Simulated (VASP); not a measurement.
Level of theory: r2SCAN meta-GGA, VASP's PBE PAW potentials (set 64) (plane waves; VASP 6.6.1).

A VASP calculation is set up with these files.

INCAR:
```
SYSTEM = MnB
PREC = Accurate; ENCUT = 520; LREAL = .FALSE.
LASPH = .TRUE.
EDIFF = 1E-6; NELM = 100; ALGO = Normal
LMAXMIX = 4; LMIXTAU = .TRUE.
ISMEAR = 1; SIGMA = 0.1
METAGGA = R2SCAN
IBRION = 2; NSW = 60; ISIF = 3
EDIFFG = -0.01
LWAVE = .FALSE.; LCHARG = .FALSE.
```

File POSCAR:
```
MnB
1
    2.5050614722    -0.0000000000    -0.0000000000
   -0.0000000000     2.5050614722    -0.0000000000
    0.0000000000     0.0000000000     2.5050614722
Mn B
1 1
Direct
  0.0000000000   0.0000000000   0.0000000000
  0.5000000000   0.5000000000   0.5000000000
```

KPOINTS:
```
kpoints
0
gamma
 13 13 13
```

POTCAR, in this order: Mn_pv B (PBE.64 set). Program: vasp_std.

Output

File OUTCAR:
```
 ion  position               nearest neighbor table
   1  0.000  0.000  0.000-   2 2.17   2 2.17   2 2.17   2 2.17   2 2.17   2 2.17   2 2.17   2 2.17
  LATTYP: Found a simple cubic cell.
 ALAT       =     2.5050614722
 Subroutine PRICEL returns:
 Original cell was already a primitive cell.
 Subroutine GETGRP returns: Found 48 space group operations
The static configuration has the point symmetry O_h .
The dynamic configuration has the point symmetry O_h .
 Subroutine INISYM returns: Found 48 space group operations
 Subroutine IBZKPT returns following result:
 Found     84 irreducible k-points:

 Following reciprocal coordinates:
            Coordinates               Weight
  0.000000  0.000000  0.000000      1.000000
  0.076923  0.000000  0.000000      6.000000
  0.153846  0.000000  0.000000      6.000000
  0.230769  0.000000  0.000000      6.000000
  0.307692  0.000000  0.000000      6.000000
  0.384615  0.000000  0.000000      6.000000
  0.461538  0.000000  0.000000      6.000000
  0.076923  0.076923  0.000000     12.000000
  0.153846  0.076923  0.000000     24.000000
  0.230769  0.076923  0.000000     24.000000
  0.307692  0.076923  0.000000     24.000000
  0.384615  0.076923  0.000000     24.000000
  0.461538  0.076923  0.000000     24.000000
  0.153846  0.153846  0.000000     12.000000
  0.230769  0.153846  0.000000     24.000000
  0.307692  0.153846  0.000000     24.000000
  0.384615  0.153846  0.000000     24.000000
  0.461538  0.153846  0.000000     24.000000
  0.230769  0.230769  0.000000     12.000000
  0.307692  0.230769  0.000000     24.000000
  0.384615  0.230769  0.000000     24.000000
  0.461538  0.230769  0.000000     24.000000
  0.307692  0.307692  0.000000     12.000000
  0.384615  0.307692  0.000000     24.000000
  0.461538  0.307692  0.000000     24.000000
  0.384615  0.384615  0.000000     12.000000
  0.461538  0.384615  0.000000     24.000000
  0.461538  0.461538  0.000000     12.000000
  0.076923  0.076923  0.076923      8.000000
  0.153846  0.076923  0.076923     24.000000
  0.230769  0.076923  0.076923     24.000000
  0.307692  0.076923  0.076923     24.000000
  0.384615  0.076923  0.076923     24.000000
  0.461538  0.076923  0.076923     24.000000
  0.153846  0.153846  0.076923     24.000000
  0.230769  0.153846  0.076923     48.000000
  0.307692  0.153846  0.076923     48.000000
  0.384615  0.153846  0.076923     48.000000
  0.461538  0.153846  0.076923     48.000000
  0.230769  0.230769  0.076923     24.000000
   k-points           NKPTS =     84   k-points in BZ     NKDIM =     84   number of bands    NBANDS=     12
   number of dos      NEDOS =    301   number of ions     NIONS =      2
   total plane-waves  NPLWV =   8000
   dimension x,y,z NGX =    20 NGY =   20 NGZ =   20
   dimension x,y,z NGXF=    40 NGYF=   40 NGZF=   40
   ions per type =               1   1
   PREC   = accura    normal or accurate (medium, high low for compatibility)
   ISTART =      0    job   : 0-new  1-cont  2-samecut
   ICHARG =      2    charge: 1-file 2-atom 10-const
   ISPIN  =      1    spin polarized calculation?
   LNONCOLLINEAR =      F non collinear calculations
   LSORBIT =      F    spin-orbit coupling
   INIWAV =      1    electr: 0-lowe 1-rand  2-diag
   ENCUT  =  520.0 eV  38.22 Ry    6.18 a.u.   4.66  4.66  4.66*2*pi/ulx,y,z
   NELM   =    100;   NELMIN=  2; NELMDL= -5     # of ELM steps
   EDIFF  = 0.1E-05   stopping-criterion for ELM
   LREAL  =      F    real-space projection
   NLSPLINE    = F    spline interpolate recip. space projectors
   LMAXMIX     =    4 max onsite mixed and CHGCAR
   VOSKOWN=      0    Vosko Wilk Nusair interpolation
...
```

OSZICAR:
```
       N       E                     dE             d eps       ncg     rms          rms(c)
DAV:   1     0.996847015422E+02    0.99685E+02   -0.97053E+03  2028   0.171E+03
DAV:   2    -0.244908678418E+02   -0.12418E+03   -0.11780E+03  2108   0.389E+02
DAV:   3    -0.278608718491E+02   -0.33700E+01   -0.32229E+01  2220   0.710E+01
DAV:   4    -0.278966618382E+02   -0.35790E-01   -0.35662E-01  2076   0.683E+00
DAV:   5    -0.278970638877E+02   -0.40205E-03   -0.40205E-03  2124   0.795E-01    0.253E+01
DAV:   6    -0.256096592353E+02    0.22874E+01   -0.40852E+01  2024   0.121E+02    0.178E+01
DAV:   7    -0.216310947825E+02    0.39786E+01   -0.12338E+01  2020   0.639E+01    0.225E+00
DAV:   8    -0.216670859981E+02   -0.35991E-01   -0.31546E-01  2016   0.610E+00    0.171E+00
DAV:   9    -0.216720783062E+02   -0.49923E-02   -0.42890E-02  2048   0.413E+00    0.477E-01
DAV:  10    -0.216696723636E+02    0.24059E-02   -0.10948E-02  2020   0.186E+00    0.140E-01
DAV:  11    -0.216702876220E+02   -0.61526E-03   -0.27403E-03  2040   0.559E-01    0.600E-02
DAV:  12    -0.216710540386E+02   -0.76642E-03   -0.39906E-04  2048   0.243E-01    0.157E-02
DAV:  13    -0.216711020559E+02   -0.48017E-04   -0.31510E-05  2072   0.813E-02    0.124E-02
DAV:  14    -0.216711060003E+02   -0.39444E-05   -0.60469E-06  2072   0.362E-02    0.404E-03
DAV:  15    -0.216711058126E+02    0.18766E-06   -0.38864E-07  1008   0.952E-03
   1 F= -.21671106E+02 E0= -.21669982E+02  d E =-.216711E+02
       N       E                     dE             d eps       ncg     rms          rms(c)
DAV:   1    -0.217015201594E+02   -0.30414E-01   -0.33882E-01  2028   0.115E+01    0.177E+00
DAV:   2    -0.216892324949E+02    0.12288E-01   -0.20986E-01  2032   0.899E+00    0.115E+00
DAV:   3    -0.216712090763E+02    0.18023E-01   -0.40477E-02  2036   0.397E+00    0.174E-01
DAV:   4    -0.216707467900E+02    0.46229E-03   -0.13006E-03  2028   0.303E-01    0.298E-02
DAV:   5    -0.216707704825E+02   -0.23692E-04   -0.10694E-04  2076   0.158E-01    0.201E-02
DAV:   6    -0.216707561032E+02    0.14379E-04   -0.85416E-05  2024   0.127E-01    0.898E-03
DAV:   7    -0.216708089928E+02   -0.52890E-04   -0.25439E-05  2020   0.624E-02    0.765E-03
DAV:   8    -0.216708076249E+02    0.13679E-05   -0.31003E-06  1932   0.237E-02    0.156E-03
DAV:   9    -0.216708074184E+02    0.20657E-06   -0.96098E-08  1008   0.414E-03
   2 F= -.21670807E+02 E0= -.21669699E+02  d E =0.298394E-03
       N       E                     dE             d eps       ncg     rms          rms(c)
DAV:   1    -0.216831855178E+02   -0.12378E-01   -0.13232E-01  2024   0.725E+00    0.108E+00
DAV:   2    -0.216787323568E+02    0.44532E-02   -0.82149E-02  2036   0.559E+00    0.717E-01
DAV:   3    -0.216715053691E+02    0.72270E-02   -0.15704E-02  2036   0.248E+00    0.111E-01
DAV:   4    -0.216713188901E+02    0.18648E-03   -0.44095E-04  2028   0.184E-01    0.194E-02
DAV:   5    -0.216713220609E+02   -0.31708E-05   -0.38439E-05  2088   0.912E-02    0.123E-02
DAV:   6    -0.216713130830E+02    0.89779E-05   -0.27317E-05  2024   0.730E-02    0.521E-03
DAV:   7    -0.216713247002E+02   -0.11617E-04   -0.75579E-06  2020   0.349E-02    0.438E-03
DAV:   8    -0.216713256519E+02   -0.95169E-06   -0.12542E-06  1080   0.148E-02
   3 F= -.21671326E+02 E0= -.21670208E+02  d E =-.219839E-03
```

File OUTCAR:
```
------------------------ aborting loop because EDIFF is reached ----------------------------------------
  FORCE on cell =-STRESS in cart. coord.  units (eV):
  Direction    XX          YY          ZZ          XY          YZ          ZX
  --------------------------------------------------------------------------------------
  Total       -0.0119322     -0.0119322     -0.0119322     -0.0000000      0.0000000     -0.0000000
  in kB       -1.2203927     -1.2203927     -1.2203927     -0.0000000      0.0000000     -0.0000000
  external PRESSURE =      -1.2203927 kB  Pullay stress =       0.0000000 kB
  volume of cell :       15.67
      direct lattice vectors                 reciprocal lattice vectors
     2.502133378  0.000000000  0.000000000     0.399658951 -0.000000000 -0.000000000
     0.000000000  2.502133378  0.000000000    -0.000000000  0.399658951 -0.000000000
     0.000000000  0.000000000  2.502133378     0.000000000 -0.000000000  0.399658951
 POSITION                                       TOTAL-FORCE (eV/Angst)
 -----------------------------------------------------------------------------------
      0.00000      0.00000      0.00000        -0.000000     -0.000000      0.000000
      1.25107      1.25107      1.25107         0.000000      0.000000      0.000000
 -----------------------------------------------------------------------------------
    total drift:                               -0.000000      0.000000     -0.000000
  FREE ENERGIE OF THE ION-ELECTRON SYSTEM (eV)
  ---------------------------------------------------
  free  energy   TOTEN  =       -21.6713256519 eV

  energy  without entropy=      -21.6679715811  energy(sigma->0) =      -21.67020763

 reached required accuracy - stopping structural energy minimisation
```
(Selected blocks of OUTCAR.)

File CONTCAR:
```
MnB
   1.00000000000000
     2.5021333783191677    0.0000000000000000    0.0000000000000000
     0.0000000000000000    2.5021333783191677    0.0000000000000000
     0.0000000000000000    0.0000000000000000    2.5021333783191677
  Mn              B
     1     1
Direct
     0.0000000000000000    0.0000000000000000    0.0000000000000000
     0.5000000000000000    0.5000000000000000    0.5000000000000000
```

OUTCAR:
```
 val. band max:       10.8717360890   @ k =   0.4615   0.3077   0.0000

 cond. band min:      10.8739606279   @ k =   0.1538   0.0000   0.0000


 Fermi energy:        10.8729631806

 k-point     1 :       0.0000    0.0000    0.0000
  band No.  band energies     occupation
      1     -38.6078      2.00000
      2     -38.6078      2.00000
      3     -38.6078      2.00000
      4      -3.1422      2.00000
      5       7.4127      2.00000
      6       7.4127      2.00000
      7      11.7472     -0.00000
      8      11.7472     -0.00000
      9      11.7472     -0.00000
     10      15.2830      0.00000
     11      15.2830      0.00000
     12      15.2830      0.00000

 k-point     2 :       0.0769    0.0000    0.0000
  band No.  band energies     occupation
      1     -38.6331      2.00000
      2     -38.6055      2.00000
      3     -38.6055      2.00000
      4      -2.9974      2.00000
      5       7.3757      2.00000
      6       7.4594      2.00000
      7      11.4711     -0.00000
      8      11.4711     -0.00000
      9      11.7580     -0.00000
     10      14.9081      0.00000
     11      15.6493      0.00000
     12      15.6493      0.00000

 k-point     3 :       0.1538    0.0000    0.0000
  band No.  band energies     occupation
      1     -38.7027      2.00000
      2     -38.5990      2.00000
      3     -38.5990      2.00000
      4      -2.5698      2.00000
      5       7.1840      2.00000
      6       7.5914      2.00000
      7      10.8740      0.98312
      8      10.8740      0.98312
      9      11.7881     -0.00000
     10      14.1044      0.00000
     11      16.5170      0.00000
     12      16.5170      0.00000

 k-point     4 :       0.2308    0.0000    0.0000
  band No.  band energies     occupation
      1     -38.8000      2.00000
      2     -38.5899      2.00000
      3     -38.5899      2.00000
      4      -1.8788      2.00000
      5       6.6436      2.00000
      6       7.7844      2.00000
...
```

The structure was generated: MnB was put into the CsCl type type (Pm-3m), which need not be its known phase. This run relaxes it. Symmetry was kept, so distortions that lower it aren't found. The start is the result of an earlier pass. The run is not spin-polarised, so no magnetic state was tried.
